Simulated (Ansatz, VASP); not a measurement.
# BAs: VASP beside Ansatz, part 2 of 2

Aim: how closely do two programs agree when they are given the same cell, functional and k mesh? The cell is taken from a series of runs on this material, whose earlier steps may have relaxed, scaled, displaced or heated it; both programs get it as it stands.

VASP 6.6.1 and Ansatz 0.2.0.

So far: Set-up; VASP: zone-centre phonons, LDA.

## 3. Ansatz: zone-centre phonons, LDA

Level of this step: Ansatz beside VASP: Kohn-Sham DFT, plane waves, LDA (Ansatz).

Ansatz runs on its PAW soft_1 files.

The same cell, functional (in two slightly different forms) and mesh now go to Ansatz, which takes its cutoff from its data sets.

Input file input.yaml:

```yaml
crystal:
  lattice:
    - [0.0, 2.3709247456, 2.3421726462]
    - [2.3709247456, 0.0, 2.3421726462]
    - [2.3709247456, 2.3709247456, 0.0]
  atoms:
    - { symbol: B, position: [0.0, 0.0, 0.0] }
    - { symbol: As, position: [0.75, 0.75, 0.75] }
kpoints:
  mp_grid: { grid: [12, 12, 12] }
hamiltonian:
  xc: lda
  pseudopotentials: { kind: paw, azcp: { folder: soft_1 }, xc_functional: pbe }
scf:
  occupations: { method: fixed }
output:
  eigenvalues: true
phonons:
  method: dfpt
  dielectric: true
  rigid_motions: translations
```

The run is started by

```
$ ansatz run input.yaml --threads 4 --pin off --max-ram 10240MiB --backend cpu --events-out ev --progress --plain --runs-dir out
```

Numbers of over 12 decimals in the logs are rounded to 6 here.

Output:

```text
Engine: ansatz 0.2.0, aarch64-unknown-linux-gnu
Pseudopotentials: kind: paw
Pseudopotential: B, paw, valence charge 3, recommended cutoff 420 eV (normal), soft_1/B.paw.azcp
Pseudopotential: As, paw, valence charge 15, recommended cutoff 420 eV (normal), soft_1/As.paw.azcp
Functional definition: SPW92
  exchange = slater_x
  correlation = pw_c
Crystal: 2 atoms, lattice volume = 26.332 Å³
Basis set: ecut = 420 eV, 531 PW (Γ), exchange–correlation on 48×48×48 points (8 copies of the dense FFT grid, shifted against one another)
Bands: 13, of which v1, the nominal top of the filled ones, is band 9 counted from 1 (8 counted from 0)
Symmetry: 8 space group operations
k-points: 868 of 1728 (irreducible under 1 space group operation, time reversal used)
Non-local potential: B, projectors of the file, l = 0: 2, l = 1: 2, l = 2: 1
Non-local potential: As, projectors of the file, l = 0: 2, l = 1: 2, l = 2: 3, l = 3: 1
PAW form: soft (Blöchl's): semilocal exchange-correlation on the pseudo side does not see the compensation charge
PAW frozen core: B, regenerated for the run's functional, and the local potential with it (the file was generated under x = pbe(κ = 0.804, μ = 0.219515), c = pbe(β = 0.066725))
PAW frozen core: As, regenerated for the run's functional, and the local potential with it (the file was generated under x = pbe(κ = 0.804, μ = 0.219515), c = pbe(β = 0.066725))
PAW one-centre angular grid: B, 110 points (default); XC on 64 Gauss nodes
PAW one-centre angular grid: As, 590 points (default); XC on 64 Gauss nodes
Initial density: superposition of atomic densities (chi_scale 0.1, normalization cell, long waves kept (reshape's long-wave potential 0.00 eV rms))
Initial wavefunctions: pseudopotential atomic-orbital guess
Functional: x = slater, c = lda
SCF iter   1: F=—  HF=-4924.250080 eV  |F-HF|=—  |Δ(HF+E_count)|=         —  Δρ=7.97e-2  dr2=2.14e0  ethr=3.10e-3  ⟨swp⟩=4.4  Hψ=57523  notcnv=0  defer=1136
preconditioner: auto → none  [insulator: Δε(μ)=1.632 eV  Ē_g=12.715 eV  n_scr=8 (ndim 8)  ℏωp=20.5 eV  f_vac=0.000  ε∞_Penn≈3.6]
SCF iter   2: F=—  HF=-4923.580155 eV  |F-HF|=—  |Δ(HF+E_count)|=   6.70e-1  Δρ=2.53e-2  dr2=1.47e-1  ethr=3.10e-3  ⟨swp⟩=2.3  Hψ=24253  notcnv=0  defer=1237
SCF iter   3: F=—  HF=-4923.537859 eV  |F-HF|=—  |Δ(HF+E_count)|=   4.23e-2  Δρ=1.02e-2  dr2=1.85e-2  ethr=8.16e-4  ⟨swp⟩=2.1  Hψ=16110  notcnv=0  defer=1652
SCF iter   4: F=—  HF=-4923.534122 eV  |F-HF|=—  |Δ(HF+E_count)|=   3.74e-3  Δρ=3.87e-3  dr2=2.97e-3  ethr=1.03e-4  ⟨swp⟩=2.5  Hψ=20521  notcnv=0  defer=1705
SCF iter   5: F=—  HF=-4923.533151 eV  |F-HF|=—  |Δ(HF+E_count)|=   9.71e-4  Δρ=8.70e-4  dr2=1.16e-4  ethr=1.65e-5  ⟨swp⟩=3.1  Hψ=20822  notcnv=0  defer=1733
SCF iter   6: F=—  HF=-4923.533140 eV  |F-HF|=—  |Δ(HF+E_count)|=   1.07e-5  Δρ=9.45e-5  dr2=1.06e-6  ethr=6.42e-7  ⟨swp⟩=2.9  Hψ=20815  notcnv=0  defer=1716
SCF iter   7: F=—  HF=-4923.533141 eV  |F-HF|=—  |Δ(HF+E_count)|=   4.24e-7  Δρ=5.45e-6  dr2=3.50e-9  ethr=5.90e-9  ⟨swp⟩=2.0  Hψ=14797  notcnv=0  defer=6
SCF iter   8: F=-4923.533141 eV  HF=-4923.533141 eV  |F-HF|=1.73e-11  |Δ(HF+E_count)|=   1.05e-9  Δρ=3.50e-7  dr2=1.12e-11  ethr=1.00e-12  ⟨swp⟩=6.5  Hψ=78333  notcnv=0
SCF 1 converged in 8 iterations: F = -4923.533141 eV  dr2 = 1.12e-11
  greatest PAW one-centre occupation: 0.999 electrons in one spin orbital (limit 2), on the As atom at site 1 (counted from 0), in its partial waves of l = 2
NSCF: frozen V_eff on 3 k-points
DFPT response loops at Γ: preconditioner auto → none (the input reference at scf.mixing.eps_inf says where Resta's filter doesn't serve); β = 0.50; Broyden in place of MSR1
── the response to a field inside a basis, on 12×12×12 k-points: an SCF that follows is theirs, and a resumed run solves both again ──
Bands: 10, of which v1, the nominal top of the filled ones, is band 9 counted from 1 (8 counted from 0)
k-points: 468 of 1728 (irreducible under 2 space group operations, time reversal used)
Initial density: handed on by an earlier stage of this run
Initial wavefunctions: pseudopotential atomic-orbital guess (no wavefunctions were taken with the density)
Eigensolver: Dense (468 Hₖ)
SCF iter   1: F=—  HF=-4923.533112 eV  |F-HF|=—  |Δ(HF+E_count)|=         —  Δρ=1.46e-4  dr2=1.31e-6  ethr=1.00e-1
preconditioner: auto → none  [insulator: Δε(μ)=1.106 eV  Ē_g=9.828 eV  n_scr=8 (ndim 8)  ℏωp=20.5 eV  f_vac=0.000  ε∞_Penn≈5.3]
SCF iter   2: F=—  HF=-4923.533112 eV  |F-HF|=—  |Δ(HF+E_count)|=   1.32e-8  Δρ=7.79e-5  dr2=4.32e-7  ethr=7.30e-9
SCF iter   3: F=-4923.533112 eV  HF=-4923.533112 eV  |F-HF|=4.62e-8  |Δ(HF+E_count)|=   1.53e-7  Δρ=1.55e-5  dr2=3.59e-8  ethr=2.40e-9
SCF 1 converged in 3 iterations: F = -4923.533112 eV  dr2 = 3.59e-8
DFPT response loops at Γ: mixed as the last ones told, above
SCF converged after 8 iterations
Free energy (F): -4923.533141 eV
Harris-Foulkes:  -4923.533141 eV  (|F-HF|=1.73e-11)
Internal energy: -4923.533141 eV  (E = F + TS)
E sigma→0 (E₀):  -4923.533141 eV
Fermi energy:    11.031925 eV
--- Per-component energies (eV) ---
  E_band       = -215.975793
  E_kinetic    = 148.848743
  E_local      = -1931.292334  (includes V_loc(G=0)·N_el)
  E_nonlocal   = -379.995436
  E_hartree    = 1091.372597
  E_xc         = -103.582021
  E_vxc        = -113.500047  (∫ρ·V_xc dr)
  E_paw        = -2005.337997  (= ΣΔE_a)
  E_vpaw       = -122.781776  (= ΣTr[D̂ρ^β])
  E_aug_tail   = -0.000003  (compensation charges beyond the density's cutoff)
  E_ewald      = -1745.667754
  E_core_change = 2.121063  (= ΣΔE_core)
  E_smearing   = -0.000000  (= −TS)
  E_closure    = 0.000000  (closes the sum)
  Σ components = -4923.533141   (vs F -4923.533141, Δ=0.00e0)
--- Band table (eV; the first three rows and the last of 868) ---
  k-point 0: bands = [... 5 lower, -4.7517, 10.9131, 10.9131, 11.0319, 14.1984, 14.2771, 14.2771, 16.0365]
  k-point 1: bands = [... 5 lower, -4.6344, 9.9016, 10.6838, 10.7698, 14.4147, 14.5468, 14.5720, 16.6129]
  k-point 2: bands = [... 5 lower, -4.2863, 7.9491, 10.1991, 10.2967, 14.3655, 15.1561, 15.1759, 17.8555]
  k-point 867: bands = [... 5 lower, -1.7800, 1.9573, 9.0050, 9.1522, 13.8223, 15.7055, 15.8240, 19.7444]
--- Phonons (Γ-DFPT): 4 representative perturbations + reference, on 868 of 1728 k-points (Σ response iterations 12) ---
  k mesh reduced under 1 symmetry operation, with k and −k counted as one. Each operation leaves every solved perturbation unchanged. A smaller set is not considered because the run solves the response to a homogeneous field
  ASR residual: 2.948e-4 → 0.000e0 eV/Å²; symmetrization residual: 3.416e-6 eV/Å²
  ASR residual per site (eV/Å²): 1.20e-4 2.95e-4
  Γ frequencies (cm⁻¹): 0.00 0.00 0.00 703.76 703.76 704.11
  ε∞ (high-frequency dielectric tensor):
        9.710009     0.000000    -0.000000
        0.000000     9.710009     0.000000
       -0.000000     0.000000     9.502452
  ε⁰ (static dielectric tensor: ions relaxed, cell fixed):
        9.830705     0.000000    -0.000000
        0.000000     9.830705     0.000000
       -0.000000     0.000000     9.630239
  ε⁰ − ε∞ (ionic part):
        0.120696    -0.000000    -0.000000
       -0.000000     0.120696     0.000000
       -0.000000     0.000000     0.127788
  softest optical mode at Γ: 703.76 cm⁻¹; the repairs (sum rule, projections) moved no ω² at Γ by more than (1.88 cm⁻¹)²
  Born effective charges Z* (e; rows j = field, columns β = displacement):
    site 0:
        -0.54973    0.00000    0.00000
         0.00000   -0.54973   -0.00000
        -0.00000   -0.00000   -0.56593
    site 1:
         0.54973   -0.00000   -0.00000
         0.00000    0.54973    0.00000
         0.00000    0.00000    0.56593
  Z* charge neutrality: 4.587e-4 e pre-enforcement
  solved inside a basis spanned on kpoints, on 12×12×12 k-points, its susceptibility summed on 16×16×16: ε∞ is read to err by 2.7e-2, Z* by 1.6e-2 e (field_mesh: kpoints solves on kpoints); Z* is corrected for what the basis lacks
  optical modes at Γ without the LO–TO term, one row a degenerate level:
      ω (cm⁻¹)  modes    IR ((D/Å)²/amu)
        703.76      2             1.4760
        704.11      1             0.7822
  optical modes at Γ + LO–TO along q̂ = [1.0000, 0.0000, 0.0000]:
      ω (cm⁻¹)  modes    IR ((D/Å)²/amu)
        703.76      1             0.7380
        704.11      1             0.7822
        708.12      1             0.7380
  optical modes at Γ + LO–TO along q̂ = [0.0000, 1.0000, 0.0000]:
      ω (cm⁻¹)  modes    IR ((D/Å)²/amu)
        703.76      1             0.7380
        704.11      1             0.7822
        708.12      1             0.7380
  optical modes at Γ + LO–TO along q̂ = [0.0000, 0.0000, 1.0000]:
      ω (cm⁻¹)  modes    IR ((D/Å)²/amu)
        703.76      2             1.4760
        708.83      1             0.7822
```

## 4. Side by side

Known differences besides the potentials themselves: the two LDA forms differ slightly; fixed occupations in Ansatz, narrow Gaussian smearing in VASP; VASP's response is taken on the typed mesh, Ansatz refines its own for the field response alone; the data sets hold 18 valence electrons in Ansatz (on its PAW soft_1 files) and 8 in VASP; the cutoff is 420 eV in Ansatz and 500 eV in VASP; VASP's log shows a relativistic correction to its local exchange, Ansatz's none. Total energies have different zeros and are not compared.

The two programs side by side:

| quantity | Ansatz | VASP | difference |
| --- | --- | --- | --- |
| ε∞ xx | 9.71 | 9.70 | +0.10 % |
| ε∞ yy | 9.71 | 9.70 | +0.10 % |
| ε∞ zz | 9.50 | 9.49 | +0.08 % |
| Born charge of B1 (mean of the diagonal) (e) | -0.56 | -0.60 | +0.04 |
| Born charge of As2 (mean of the diagonal) (e) | 0.56 | 0.60 | -0.04 |
| optical mode 1 to 2 (cm⁻¹) | 703.8 | 708.9 | -0.73 % |
| optical mode 3 (cm⁻¹) | 704.1 | 709.1 | -0.70 % |

Modes are paired by rising frequency, not by their patterns, so a pair may set unlike modes beside each other; they are those without the splitting of longitudinal modes.

## 5. Outcome

```json
{
 "r.m.s. difference of the optical zone-centre modes, each program's sorted by frequency (zone-centre phonons, LDA)": "5.1 cm⁻¹",
 "difference in optical mode 1 to 2 (zone-centre phonons, LDA)": "-0.7 %"
}
```

In words: The r.m.s. difference of the optical zone-centre modes, each program's sorted by frequency is 5.1 cm⁻¹ (zone-centre phonons, LDA). The data sets hold unlike numbers of valence electrons (18 in Ansatz and 8 in VASP), so part of the differences comes from the potentials. Among the rows given in per cent, the largest difference of the zone-centre phonons, LDA pair is in optical mode 1 to 2, -0.7 %. Such differences can come from data sets, numerical settings and the points named under the comparisons, not from the functional's error against experiment.

[Lines on the potential files, build, host, timing and source positions are cut from VASP's logs without a mark.]

[Logs are printed without paths, hosts, clocks, repeated set-up lines and the standing remarks that a program may print on its own settings, such as how far it seeks lower states.]

[Hosts, paths, dates, database ids (printed as entryN), source tags and the programs' standing remarks are cut or masked in the printed files.]
